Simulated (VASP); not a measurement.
Method: HSE06 screened hybrid, VASP's PBE PAW potentials (set 64) (plane waves; VASP).

Input for VASP

INCAR:
```
! general
SYSTEM  =FeIn31P32
PREC    =Normal
ENCUT   =400   ! plane-wave cut-off (eV)
LREAL   =Auto
LASPH   =T
ISYM    =0
NELECT  =262.0

! electronic loop
EDIFF   =1E-5
NELM    =50   ! most electronic steps
NELMIN  =4
ALGO    =Normal   ! blocked Davidson
LMAXMIX =4   ! l cut-off of mixed one-centre charges

! smearing
ISMEAR  =0   ! Gaussian
SIGMA   =0.05   ! width (eV)

! functional
GGA     =PE
LHFCALC =T
AEXX    =0.25
HFSCREEN=0.2
PRECFOCK=Fast

! spin
ISPIN   =2
MAGMOM  =0.0 0.0 0.0 0.0 0.0 0.0 0.0 0.0 0.0 0.0 0.0 0.0 0.0 0.0 0.0 0.0 0.0 0.0 0.0 0.0 0.0 0.0 0.0 0.0 0.0 0.0 0.0 0.0 0.0 0.0 0.0 0.0 0.0 0.0 0.0 0.0 0.0 0.0 0.0 0.0 0.0 0.0 0.0 0.0 0.0 0.0 0.0 0.0 0.0 0.0 0.0 0.0 0.0 0.0 0.0 0.0 0.0 0.0 0.0 0.0 0.0 0.0 0.0 3.0

! ions
ISIF    =0

! output
LWAVE   =F
LCHARG  =F
LORBIT  =10
```

File POSCAR:
```
FeIn31P32
1.0
 11.9995217336   0.0000000000   0.0000000000
  0.0000000000  11.9995217336   0.0000000000
  0.0000000000   0.0000000000  11.9995217336
In P Fe
31 32 1
Cart
  5.9994239766   0.0045526089   0.0028966329
  8.9943795687   3.0010334650   0.0036642460
  8.9957857483  11.9966114632   3.0073614488
  0.0008067134   0.0017366944   0.0004657974
  3.0057114750   3.0059836913   0.0026203080
  5.9995271773   5.9985809934   0.0012004154
  8.9935342408   8.9943263748   0.0014254928
  3.0061166568   0.0026469769   3.0064215167
  6.0115408585   3.0450454405   3.0462298820
  8.9586092236   5.9913847434   3.0428152141
  5.9999818404   0.0008257147   6.0002350039
  8.9595084906   3.0427072892   5.9910935427
  8.9929816940   0.0025205715   8.9946019199
 11.9966274958   5.9999056542   0.0049813555
  3.0041905608   8.9974018487   0.0044908270
  0.0030228535   3.0058312938   3.0064446578
  3.0433405208   6.0126511154   3.0436246191
  5.9914227711   8.9587965062   3.0428494440
 11.9966272174   0.0017947337   5.9993327899
  3.0431462281   3.0428722731   6.0121487615
  8.9552745457   8.9547153392   6.0135397964
  3.0064706439  11.9968827604   8.9941721930
  5.9889416636   3.0418766080   8.9585695508
  8.9584818655   6.0066373739   8.9619626604
 11.9976874903   8.9978207028   3.0076217269
  0.0009051551   6.0005552267   5.9984757780
  3.0408415160   8.9591439763   5.9900613390
  0.0001327483   3.0052980291   8.9943304727
  3.0383528632   5.9924408058   8.9633831757
  6.0086483846   8.9593544131   8.9614497876
  0.0002976313   8.9961355967   8.9920487240
  7.4916428035   1.5143556237   1.5203153638
 10.4834960512   4.5063165588   1.5177238019
 10.4843690332   1.5161513246   4.5077731507
  1.5024282359   1.5023720086   1.5029085072
  4.5058808862   4.5050690945   1.5113801635
  7.4944387760   7.4946177813   1.5091168425
 10.4977402815  10.4983139366   1.5020907650
  4.5056373007   1.5101388838   4.5064969740
  7.3720816592   4.6331861845   4.6339548727
 10.4903816360   7.4963637081   4.5067347661
  7.4941658997   1.5097456439   7.4941996856
 10.4928011019   4.5052832824   7.4954541684
 10.4974834977   1.5016873219  10.4977873928
  1.5137316534   7.4933160684   1.5182186142
  4.5093513878  10.4865210227   1.5170067933
  1.5107930377   4.5053753379   4.5058177243
  4.6317930881   7.3714763458   4.6328938714
  7.4952948543  10.4904446767   4.5079694785
  1.5155774762   1.5139532906   7.4914020499
  4.6274312799   4.6332327235   7.3755268575
  7.3682243782   7.3668446384   7.3756190871
 10.4824712309  10.4856206529   7.4909253425
  4.5069146558   1.5150824300  10.4852440216
  7.4948166890   4.5017070949  10.4939672467
 10.4855861495   7.4923738911  10.4855916201
  1.5147988813  10.4868088252   4.5091751713
  1.5079641781   7.4957879627   7.4941847198
  4.5061076159  10.4906429268   7.4945700316
  1.5129325837   4.5085058079  10.4883530652
  4.5037273236   7.4964976588  10.4943695018
  7.4905576207  10.4871544978  10.4868810455
  1.5018843204  10.4978471168  10.4979195891
  5.9985724282   5.9999176022   6.0033724373
```

File KPOINTS:
```
Automatic mesh
0
Gamma
1 1 1
0 0 0
```

POTCAR, in this order: In P Fe (PBE.64 set). Program: vasp_gam. Read from the step before: WAVECAR.

What will the output report for the number of irreducible k-points (NKPTS), largest plane-wave count, FFT grid (NGX, NGY, NGZ)?

```yaml
number of irreducible k-points (NKPTS): 1
largest_plane_wave_count: 15720
FFT grid (NGX, NGY, NGZ): 60 × 60 × 60
```

The cell is a supercell with a defect, built from InP (zinc blende): Fe_In, charge -1. The cell's shape comes from a PBE relaxation.
